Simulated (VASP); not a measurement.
An input for Ansatz (written as the equivalent of a VASP run, and not itself run):

Ansatz 0.2 input:
```yaml
crystal:
  lattice:
    - [3.1065484, 0.0000000, 0.0000000]
    - [0.0000000, 3.1065484, 0.0000000]
    - [0.0000000, 0.0000000, 3.1065484]
  atoms:
    - { symbol: Ga, position: [0.0000000, 0.0000000, 0.0000000] }
    - { symbol: P, position: [0.5000000, 0.5000000, 0.5000000] }
kpoints:
  mp_grid: { grid: [12, 12, 12] }
hamiltonian:
  xc: pbesol
  pseudopotentials: { kind: paw }
scf:
  occupations: { method: methfessel_paxton, width: 0.1 }
  max_iter: 100
relax:
  max_steps: 40
  f_tol: 0.02
  cell: { p_target: 10 }
output: { forces: true, stress: true, eigenvalues: true }
```

Question: Translate this input to VASP (INCAR, KPOINTS, POSCAR, choice of POTCAR).

Answer: Several could match; the one computed here: 
### POSCAR
```
GaP
1.0
  3.1065483667   0.0000000000   0.0000000000
  0.0000000000   3.1065483667   0.0000000000
  0.0000000000   0.0000000000   3.1065483667
Ga P
1 1
direct
  0.0000000000   0.0000000000   0.0000000000
  0.5000000000   0.5000000000   0.5000000000
```

### KPOINTS
```
Automatic mesh
0
Gamma
12 12 12
0 0 0
```

INCAR:
```
! general
SYSTEM  = GaP
PREC    = Accurate
ENCUT   = 500
LREAL   = .FALSE.
LASPH   = .TRUE.

! electronic loop
EDIFF   = 1E-6
NELM    = 100
ALGO    = Normal
LMAXMIX = 4

! smearing
ISMEAR  = 1
SIGMA   = 0.1

! functional
GGA     = PS

! ions
IBRION  = 2
NSW     = 40
ISIF    = 3
EDIFFG  = -0.02
PSTRESS = 100

! output
LWAVE   = .FALSE.
LCHARG  = .FALSE.
```

POTCAR, in this order: Ga_d P (PBE.64 set). Program: vasp_std.

Limits of the translation: each code has its own PAW files, so the cut-off isn't converted (ENCUT is set for VASP's; basis.ecutwfc is left out, and Ansatz then takes the one that its files recommend); Ansatz stops its SCF on the density residual and VASP on the energy change (EDIFF).

The structure was generated: GaP was put into the CsCl type type (Pm-3m), which need not be its known phase. This run relaxes it under an external pressure of 10 GPa. Symmetry was kept, so distortions that lower it aren't found.
